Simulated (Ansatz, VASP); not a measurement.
# BiB: VASP beside Ansatz

Aim: how closely do two programs agree when they are given the same cell, functional and k mesh? The cell is generated by rule, not measured, and may not be a known phase. The cell is taken from a series of runs on this material, whose earlier steps may have relaxed, scaled, displaced or heated it; both programs get it as it stands.

Main program and level: Ansatz 0.2.0; plane waves, with VASP 6.6.1 beside it; relaxation of cell and atoms at LDA.

The structure was built from a prototype and need not be the compound's stable phase.

### 1. The structure

Symmetry: P6_3/mmc, No. 194, hexagonal system. The conventional cell has a = 4.164 Å, b = 4.164 Å, c = 5.327 Å, α = 90.00°, β = 90.00°, γ = 120.00°. Nearest to B lie 5 Bi at 2.40 to 2.66 Å. Nearest to Bi lie 5 B at 2.40 to 2.66 Å. Farther neighbours are not listed.

### 2. Ansatz: relaxation of cell and atoms, LDA, pair 1

Ansatz runs on its default PAW (the set named soft_2) files.

The relaxed volume is the usual yardstick between codes: in a stiff, nearly cubic crystal its relative difference is about their pressure difference at one cell divided by the bulk modulus.

Input file input.yaml:

```yaml
crystal:
  lattice:
    - [4.1642919899, -2.9015e-06, 0.0]
    - [-2.0821434821, 3.6063841028, 0.0]
    - [0.0, 0.0, 5.3266819653]
  atoms:
    - { symbol: B, position: [0.3333333333, 0.6666666667, 0.25] }
    - { symbol: B, position: [0.6666666667, 0.3333333333, 0.75] }
    - { symbol: Bi, position: [0.6666666667, 0.3333333333, 0.25] }
    - { symbol: Bi, position: [0.3333333333, 0.6666666667, 0.75] }
kpoints:
  mp_grid: { grid: [12, 12, 8] }
hamiltonian:
  xc: lda
scf:
  occupations: { method: methfessel_paxton, width: 0.15 }
output:
  forces: true
  stress: true
  eigenvalues: true
relax:
  adjacent_minimum: "off"
  f_tol: 0.001
  max_steps: 60
  cell: { stress_tol: 0.01 }
```

Launch:

```console
> ansatz run input.yaml --threads 4 --pin off --max-ram 7168MiB --backend cpu --events-out ev --progress --plain --runs-dir out
```

Numbers of over 12 decimals in the logs are rounded to 6 here.

The log of the run:

```text
Engine: ansatz 0.2.0, aarch64-unknown-linux-gnu
Pseudopotentials: kind: paw
Pseudopotential: B, paw, valence charge 3, recommended cutoff 420 eV (normal), B.paw.azcp
Pseudopotential: Bi, paw, valence charge 15, recommended cutoff 420 eV (normal), Bi.paw.azcp
Functional definition: SPW92
  exchange = slater_x
  correlation = pw_c
Crystal: 4 atoms, lattice volume = 79.996 Å³
Basis set: ecut = 420 eV, 1535 PW (Γ)
Bands: 22, of which v1, the nominal top of the filled ones, is band 18 counted from 1 (17 counted from 0)
Symmetry: 24 space group operations
Space group: P63/mmc (ITA 194), of the structure as read, at distance tolerance 4.3e-5 Å
k-points: 95 of 1152
Non-local potential: B, projectors of the file, l = 0: 2, l = 1: 2, l = 2: 1
Non-local potential: Bi, projectors of the file, l = 0: 2, l = 1: 2, l = 2: 2, l = 3: 2
PAW form: soft (Blöchl's): semilocal exchange-correlation on the pseudo side does not see the compensation charge
PAW frozen core: B, regenerated for the run's functional, and the local potential with it (the file was generated under x = pbe(κ = 0.804, μ = 0.219515), c = pbe(β = 0.066725))
PAW frozen core: Bi, regenerated for the run's functional, and the local potential with it (the file was generated under x = pbe(κ = 0.804, μ = 0.219515), c = pbe(β = 0.066725))
PAW one-centre angular grid: B, 110 points (default); XC on 64 Gauss nodes
PAW one-centre angular grid: Bi, 590 points (default); XC on 64 Gauss nodes
Initial density: superposition of atomic densities (neutral atoms: chi_scale 0, normalization atom), corrected by the library's trained network
Initial wavefunctions: pseudopotential atomic-orbital guess
Functional: x = slater, c = lda
SCF iter   1: F=—  HF=-24466.469474 eV  |F-HF|=—  |Δ(HF+E_count)|=         —  Δρ=7.16e-3  dr2=5.78e-2  ethr=1.77e-3  ⟨swp⟩=5.2  Hψ=9830  notcnv=0
preconditioner: auto → LDOS  [metal: Δε(μ)=0.035 eV  Ē_g=17.774 eV  σ=0.150 eV  W_gap=0.19  n_scr=22 (ndim 8)  ℏωp=24.9 eV  f_vac=0.018  D(μ)=1.65/eV (n_scr^D=8)  β→1.0]
SCF iter   2: F=—  HF=-24466.452357 eV  |F-HF|=—  |Δ(HF+E_count)|=   1.71e-2  S|Δr|=    0.00e0  Δρ=1.45e-3  dr2=8.50e-4  ethr=1.61e-4  ⟨swp⟩=2.1  Hψ=3276  notcnv=0
SCF iter   3: F=—  HF=-24466.452349 eV  |F-HF|=—  |Δ(HF+E_count)|=   8.61e-6  S|Δr|=    0.00e0  Δρ=5.24e-4  dr2=1.68e-4  ethr=2.36e-6  ⟨swp⟩=2.0  Hψ=3775  notcnv=0
SCF iter   4: F=—  HF=-24466.452263 eV  |F-HF|=—  |Δ(HF+E_count)|=   8.57e-5  S|Δr|=    0.00e0  Δρ=1.08e-4  dr2=8.41e-6  ethr=4.67e-7  ⟨swp⟩=2.0  Hψ=3782  notcnv=0
SCF iter   5: F=—  HF=-24466.452269 eV  |F-HF|=—  |Δ(HF+E_count)|=   5.76e-6  S|Δr|=    0.00e0  Δρ=1.25e-5  dr2=7.90e-8  ethr=2.78e-10  ⟨swp⟩=6.1  Hψ=12773  notcnv=0
SCF iter   6: F=-24466.452269 eV  HF=-24466.452269 eV  |F-HF|=1.09e-10  |Δ(HF+E_count)|=   7.25e-9  S|Δr|=    0.00e0  Δρ=1.09e-6  dr2=7.11e-10  ethr=2.19e-10  ⟨swp⟩=3.0  Hψ=8382  notcnv=0
SCF 1 converged in 6 iterations: F = -24466.452269 eV  dr2 = 7.11e-10
  greatest PAW one-centre occupation: 0.988 electrons in one spin orbital (limit 2), on the Bi atom at site 3 (counted from 0), in its partial waves of l = 2
relax step   1: F+E_penalty+E_count = -24466.45226873 eV  Δ(F+E_penalty+E_count) = +0.000e0 eV  max|allowed force component| = 1.897e-16 eV/Å  Δτ_max = 0.0000 Å  P = -0.001 GPa  Ω = 79.996 Å³  (6 SCF iters, dr2 threshold 1.00e-7 eV, accepted)
[...]
relax step   2: F+E_penalty+E_count = -24466.45226779 eV  Δ(F+E_penalty+E_count) = +9.386e-7 eV  max|allowed force component| = 1.746e-16 eV/Å  Δτ_max = 0.0000 Å  P = -0.007 GPa  Ω = 80.002 Å³  energy of the carried Pulay correction = -1.973e-6 eV  (3 SCF iters, dr2 threshold 8.46e-10 eV, accepted)
[...]
relax step   3: F+E_penalty+E_count = -24466.45227269 eV  Δ(F+E_penalty+E_count) = -4.894e-6 eV  max|allowed force component| = 1.527e-16 eV/Å  Δτ_max = 0.0000 Å  P = -0.007 GPa  Ω = 80.002 Å³  stress off target by 8.80e-3 GPa  SCF on the basis re-selected at this cell (its energy is not comparable with the rows above)  (5 SCF iters)
basis re-selected at this cell: Δ(F+E_penalty+E_count) = -4.894e-6 eV, ΔP = +0.000 GPa vs the last step (what re-selecting the basis moved, of the pressure what is left beyond the Pulay correction that the steps carried, after the strain that the cell walked since its last selection, with what the two solves' SCF thresholds leave and, on support functions, any second-order correction that the steps lacked; it is no m [...]
SCF converged after 5 iterations
Stability not checked: this state was not tested for a lower state beside it, because cold or Methfessel-Paxton smearing, or corrected tetrahedra, fill the levels in a way that the test cannot read (fill_not_monotonic; see scf.lower_state_search)
Free energy (F): -24466.452273 eV
Harris-Foulkes:  -24466.452273 eV  (|F-HF|=3.64e-12)
Internal energy: -24466.452785 eV  (E = F + TS)
E sigma→0 (E₀):  -24466.452401 eV
Entropy (-TS):   0.000513 eV (0.128 meV/atom)
Fermi energy:    10.353655 eV
--- Per-component energies (eV) ---
  E_band       = -170.745317
  E_kinetic    = 695.946526
  E_local      = -3072.922091  (includes V_loc(G=0)·N_el)
  E_nonlocal   = 1156.138316
  E_hartree    = 999.297421
  E_xc         = -361.447555
  E_vxc        = -361.151409  (∫ρ·V_xc dr)
  E_paw        = -20853.170341  (= ΣΔE_a)
  E_vpaw       = -587.350416  (= ΣTr[D̂ρ^β])
  E_aug_tail   = -0.001072  (compensation charges beyond the density's cutoff)
  E_ewald      = -3030.375887
  E_core_change = 0.081899  (= ΣΔE_core)
  E_smearing   = 0.000513  (= −TS)
  E_closure    = 0.000000  (closes the sum)
  Σ components = -24466.452273   (vs F -24466.452273, Δ=0.00e0)
--- Forces (eV/Å), atoms counted from 1 ---
  atom   1  B     -0.00000000     0.00000000     0.00000000
  atom   2  B      0.00000000    -0.00000000     0.00000000
  atom   3  Bi     0.00000000    -0.00000000     0.00000000
  atom   4  Bi    -0.00000000     0.00000000     0.00000000
  max |Σ_I F_I| component: 1.85e-17 eV/Å
--- Stress (GPa, compression-positive) ---
       -0.005637       0.000000       0.000000
        0.000000      -0.005637       0.000000
        0.000000       0.000000      -0.008796
  P = ⅓ Tr σ = -0.0067 GPa (-0.067 kbar)
--- Band table (eV; the first three rows and the last of 95) ---
  k-point 0: bands = [... 14 lower, 7.7707, 7.7707, 10.3851, 10.3851, 10.7924, 11.1429, 12.4775, 12.4775]
  k-point 1: bands = [... 14 lower, 7.8469, 7.8469, 9.9618, 10.2511, 10.2511, 12.0383, 12.5339, 12.5339]
  k-point 2: bands = [... 14 lower, 8.0709, 8.0709, 9.0975, 9.8890, 9.8890, 12.6857, 12.7218, 12.7218]
  k-point 94: bands = [... 14 lower, 5.8721, 5.8721, 11.4981, 11.4981, 12.5447, 12.5447, 13.8398, 13.8398]
--- Relaxed structure (2 steps of the walk, 2 accepted, 1 SCFs on fresh bases) ---
  F+E_penalty+E_count = -24466.45227269 eV   max|allowed force component| = 1.527e-16 eV/Å   (the final SCF, on the basis selected at the relaxed cell)
  cell:  # Å, volume = 80.0018 Å³
    - [4.164007, -2.901345746093464e-6, 0.0]
    - [-2.082001, 3.606137, 0.0]
    - [0.0, 0.0, 5.327780]
  atoms:
    - { symbol: B, position: [0.333333, 0.666667, 0.25] }
    - { symbol: B, position: [0.666667, 0.333333, 0.75] }
    - { symbol: Bi, position: [0.666667, 0.333333, 0.25] }
    - { symbol: Bi, position: [0.333333, 0.666667, 0.75] }
```

In the SCF lines HF is the Harris–Foulkes energy and dr2 the Hartree energy of the density residual, in eV; the loop may stop once dr2 is under the threshold and the program's other checks hold. Hψ counts applications of the Hamiltonian.

### 3. VASP: relaxation of cell and atoms, LDA, pair 1

The same cell, functional (in two slightly different forms), mesh and smearing now go to VASP, with its own data sets.

Lines of VASP's logs that name or quote its potential files are left out, and so is its time.

Input file INCAR:

```
SYSTEM = BiB
PREC = Accurate
ENCUT = 500
EDIFF = 1E-07
NELM = 120
ISMEAR = 1
SIGMA = 0.15
LREAL = .FALSE.
ALGO = Normal
GGA = PW92
NBANDS = 24
LORBIT = 11
LWAVE = .FALSE.
LCHARG = .FALSE.
ISIF = 3
IBRION = 2
NSW = 80
EDIFFG = -0.005
LASPH = .TRUE.
GGA_COMPAT = .FALSE.
NELMIN = 4
KPAR = 2
```

Input file POSCAR:

```
BiB
1.0
    4.1642920000     -0.0000030000      0.0000000000
   -2.0821430000      3.6063840000      0.0000000000
    0.0000000000      0.0000000000      5.3266820000
B Bi
2 2
Direct
    0.3333333334      0.6666666668      0.2500000000
    0.6666666668      0.3333333334      0.7500000000
    0.6666666668      0.3333333334      0.2500000000
    0.3333333334      0.6666666668      0.7500000000
```

Input file KPOINTS:

```
Automatic mesh
0
Gamma
12 12 8
0 0 0
```

PAW data sets: B and Bi_d (LDA family, release 64).

Launch:

```console
> mpirun -np 2 vasp_std
```

The log of the run:

```text
[banner, memory and clock lines left out]
running    2 mpi-ranks, on    1 nodes
 distrk:  each k-point on    1 cores,    2 groups
 distr:  one band on    1 cores,    1 groups

 POSCAR found type information on POSCAR B Bi
 POSCAR found :  2 types and       4 ions
|                                                                             |
|               ----> ADVICE to this user running VASP <----                  |
|                                                                             |
|     You enforced a specific xc type in the INCAR file but a different       |
|     [... a line on the potential file left out ...]
|     I HOPE YOU KNOW WHAT YOU ARE DOING!                                     |
|                                                                             |

 LDA part: xc-table for (Slater(with rela. corr.)+PW92), standard interpolation
 POSCAR, INCAR and KPOINTS ok, starting setup
 FFT: planning ... GRIDC
 FFT: planning ... GRID_SOFT
 FFT: planning ... GRID
 WAVECAR not read
 entering main loop
       N       E                     dE             d eps       ncg     rms          rms(c)
DAV:   1     0.343286318625E+03    0.34329E+03   -0.18521E+04  4560   0.171E+03
DAV:   2     0.954304139347E+01   -0.33374E+03   -0.32754E+03  4776   0.452E+02
DAV:   3    -0.195069209533E+02   -0.29050E+02   -0.28605E+02  5840   0.147E+02
DAV:   4    -0.204249148941E+02   -0.91799E+00   -0.91639E+00  5424   0.287E+01
DAV:   5    -0.204650637408E+02   -0.40149E-01   -0.40145E-01  6760   0.537E+00    0.470E+00
DAV:   6    -0.192939743411E+02    0.11711E+01   -0.37092E+00  5640   0.102E+01    0.146E+00
DAV:   7    -0.192573958208E+02    0.36579E-01   -0.38154E-01  5616   0.265E+00    0.759E-01
DAV:   8    -0.192441966738E+02    0.13199E-01   -0.45260E-02  5984   0.178E+00    0.145E-01
DAV:   9    -0.192430219134E+02    0.11748E-02   -0.60157E-03  6440   0.654E-01    0.541E-02
DAV:  10    -0.192430411507E+02   -0.19237E-04   -0.74282E-04  6056   0.211E-01    0.238E-02
DAV:  11    -0.192430395329E+02    0.16178E-05   -0.10229E-04  6384   0.779E-02    0.679E-03
DAV:  12    -0.192430387918E+02    0.74112E-06   -0.76847E-06  5848   0.162E-02    0.119E-03
DAV:  13    -0.192430388275E+02   -0.35699E-07   -0.26717E-07  4880   0.374E-03
   1 F= -.19243039E+02 E0= -.19243268E+02  d E =-.192430E+02
 curvature:   0.00 expect dE= 0.000E+00 dE for cont linesearch  0.000E+00
 trial: gam= 0.00000 g(F)=  0.113E-43 g(S)=  0.290E-04 ort = 0.000E+00 (trialstep = 0.100E+01)
 search vector abs. value=  0.290E-04
 bond charge predicted
       N       E                     dE             d eps       ncg     rms          rms(c)
DAV:   1    -0.192432221616E+02   -0.18337E-03   -0.54673E-03  5592   0.841E-01    0.632E-02
DAV:   2    -0.192430979070E+02    0.12425E-03   -0.30321E-04  5808   0.243E-01    0.322E-02
DAV:   3    -0.192430549088E+02    0.42998E-04   -0.12137E-04  6032   0.159E-01    0.621E-03
DAV:   4    -0.192430554830E+02   -0.57423E-06   -0.17092E-05  5672   0.403E-02    0.237E-03
DAV:   5    -0.192430554961E+02   -0.13062E-07   -0.10397E-06  6696   0.114E-02    0.898E-04
DAV:   6    -0.192430554806E+02    0.15420E-07   -0.12510E-07  3296   0.610E-03
   2 F= -.19243055E+02 E0= -.19243237E+02  d E =-.166532E-04
 trial-energy change:   -0.000017  1 .order   -0.000017   -0.000029   -0.000004
 step:   1.1825(harm=  1.1825)  dis= 0.00000  next Energy=   -19.243056 (dE=-0.172E-04)
 reached required accuracy - stopping structural energy minimisation
```

OUTCAR, selected parts (step 3):

```text
ion  position               nearest neighbor table
   1  0.333  0.667  0.250-   3 2.40   3 2.40   3 2.40   4 2.66   4 2.66
   2  0.667  0.333  0.750-   4 2.40   4 2.40   4 2.40   3 2.66   3 2.66
   3  0.667  0.333  0.250-   1 2.40   1 2.40   1 2.40   2 2.66   2 2.66   4 3.59   4 3.59   4 3.59
                             4 3.59   4 3.59   4 3.59
   4  0.333  0.667  0.750-   2 2.40   2 2.40   2 2.40   1 2.66   1 2.66   3 3.59   3 3.59   3 3.59
                             3 3.59   3 3.59   3 3.59

  LATTYP: Found a hexagonal cell.
 ALAT       =     4.1642920000
 C/A-ratio  =     1.2791326833

 Subroutine GETGRP returns: Found 24 space group operations
 (whereof 12 operations were pure point group operations)

The static configuration has the point symmetry D_3d.
 The point group associated with its full space group is D_6h.

 Found     95 irreducible k-points:

   k-points           NKPTS =     95   k-points in BZ     NKDIM =     95   number of bands    NBANDS=     24

   dimension x,y,z NGX =    30 NGY =   30 NGZ =   40
   dimension x,y,z NGXF=    60 NGYF=   60 NGZF=   80

   ENCUT  =  500.0 eV  36.75 Ry    6.06 a.u.   7.59  7.59  9.71*2*pi/ulx,y,z

   NELECT =      36.0000    total number of electrons

 k-points in reciprocal lattice and weights: Automatic mesh
   0.00000000  0.00000000  0.00000000       0.001
   0.08333333  0.00000000  0.00000000       0.005
   0.16666667  0.00000000  0.00000000       0.005
   0.25000000 -0.00000000  0.00000000       0.005
   0.33333333  0.00000000  0.00000000       0.005
   0.41666667 -0.00000000  0.00000000       0.005
   0.50000000 -0.00000000  0.00000000       0.003
   0.08333333  0.08333333  0.00000000       0.005
   0.16666667  0.08333333  0.00000000       0.010
[...]
0.33333333  0.25000000  0.50000000       0.010
   0.33333333  0.33333333  0.50000000       0.002

 average (electrostatic) potential at core
       1 -31.5263       2 -31.5263       3-103.9157       4-103.9157

 E-fermi :   6.9432

 k-point     1 :       0.0000    0.0000    0.0000
  band No.  band energies     occupation
    ...
     14       3.7318      2.00000
     15       4.3603      2.00000
     16       4.3603      2.00000
     17       6.9729      0.67202
     18       6.9729      0.67201
     19       7.3803     -0.00030
     20       7.7659     -0.00000
     21       9.0639     -0.00000
     22       9.0639     -0.00000
     23      12.1925      0.00000
    ...

 k-point     2 :       0.0833    0.0000    0.0000
  band No.  band energies     occupation
    ...
     14       2.8302      2.00000
     15       4.2057      2.00000
     16       5.1711      2.00000
     17       6.1036      2.00000
     18       6.8455      1.88366
     19       7.2298     -0.02112
     20       8.4134     -0.00000
     21       9.0204     -0.00000
     22       9.3489     -0.00000
     23      12.1751      0.00000
    ...

 k-point     3 :       0.1667    0.0000    0.0000
  band No.  band energies     occupation
    ...
     15       3.8435      2.00000
     16       4.8874      2.00000
     17       5.8951      2.00000
     18       6.5342      2.00079
     19       6.8067      2.02632
     20       8.8123     -0.00000
     21       9.4231     -0.00000
     22      10.1019      0.00000
     23      12.2783      0.00000
     24      12.8477      0.00000

  Total       -0.0084959     -0.0084959      0.0065029     -0.0000000      0.0000000     -0.0000000
  in kB       -0.1700704     -0.1700704      0.1301746     -0.0000000      0.0000000     -0.0000000
  external PRESSURE =      -0.0699888 kB  Pullay stress =       0.0000000 kB

  energy-cutoff  :      500.00
  volume of cell :       80.04
      direct lattice vectors                 reciprocal lattice vectors
     4.164133139 -0.000003000  0.000000000     0.240146120  0.138648176  0.000000000
    -2.082063569  3.606246422  0.000000000     0.000000200  0.277296751  0.000000000
     0.000000000 -0.000000000  5.329819992    -0.000000000 -0.000000000  0.187623597

 POSITION                                       TOTAL-FORCE (eV/Angst)
 -----------------------------------------------------------------------------------
      0.00000      2.40416      1.33245        -0.000000      0.000000     -0.000000
      2.08207      1.20208      3.99736         0.000000     -0.000000     -0.000000
      2.08207      1.20208      1.33245        -0.000000      0.000000     -0.000000
      0.00000      2.40416      3.99736         0.000000     -0.000000      0.000000
 -----------------------------------------------------------------------------------
    total drift:                               -0.000000     -0.000000     -0.000000

  FREE ENERGIE OF THE ION-ELECTRON SYSTEM (eV)
  ---------------------------------------------------
  free  energy   TOTEN  =       -19.2430554806 eV

  energy  without entropy=      -19.2435991989  energy(sigma->0) =      -19.24323672

 reached required accuracy - stopping structural energy minimisation

 total charge
# of ion       s       p       d       tot
------------------------------------------
    1        0.724   0.917   0.000   1.641
    2        0.724   0.917   0.000   1.641
    3        1.482   1.462   9.977  12.921
    4        1.482   1.462   9.977  12.921
--------------------------------------------------
tot          4.413   4.757  19.955  29.125

[... 3 further parts left out ...]
```

The run keeps the 24 symmetry operations of its start, so it cannot find a distortion of lower symmetry.

### 4. Comparison

Known differences besides the potentials themselves: the cutoff is 420 eV in Ansatz and 500 eV in VASP; VASP's log shows a relativistic correction to its local exchange, Ansatz's none; Ansatz adds a Pulay correction to the stress that steers its cell, VASP none. Total energies have different zeros and are not compared.

The two programs side by side:

| quantity | Ansatz | VASP | difference |
| --- | --- | --- | --- |
| volume (Å³) | 80.00 | 80.04 | -0.04 % |
| edge a after relaxation, in the typed setting (Å) | 4.164 | 4.164 | +0.00 % |
| edge c after relaxation, in the typed setting (Å) | 5.328 | 5.330 | -0.04 % |

(Part 1 of 2 ends here.)

[Lines on the potential files, build, host, timing and source positions are cut from VASP's logs without a mark.]

[Logs are printed without paths, hosts, clocks, repeated set-up lines and the standing remarks that a program may print on its own settings, such as how far it seeks lower states.]

[Hosts, paths, dates, database ids (printed as entryN), source tags and the programs' standing remarks are cut or masked in the printed files.]
